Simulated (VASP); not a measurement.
Energy against volume of BaF₂ (fluorite). Calculation: revPBE GGA, VASP's PBE PAW potentials (set 64) (plane waves; VASP). Numerical set-up: 520 eV cut-off, 6×6×6 Γ-centred mesh, Gaussian smearing of 0.050 eV, potentials Ba_sv F.

```csv
V (Å³/atom),E (eV/atom)
20.222,-5.45756
20.868,-5.46806
21.513,-5.47174
22.158,-5.46976
```

Q: Fit these four points and predict the energy of the run at 22.804 Å³/atom.

A: A cubic in V^(−2/3), the third-order Birch-Murnaghan form, passes through the four points with V0 = 21.59 Å³/atom and B0 = 46 GPa, and gives -5.4631 eV/atom there. The run gave -5.4630 eV/atom, +0.1 meV/atom from the fit; all five points give B0 = 46 GPa.

The compound is BaF2 in the fluorite structure. It was relaxed first, which changed the volume by +9 %.
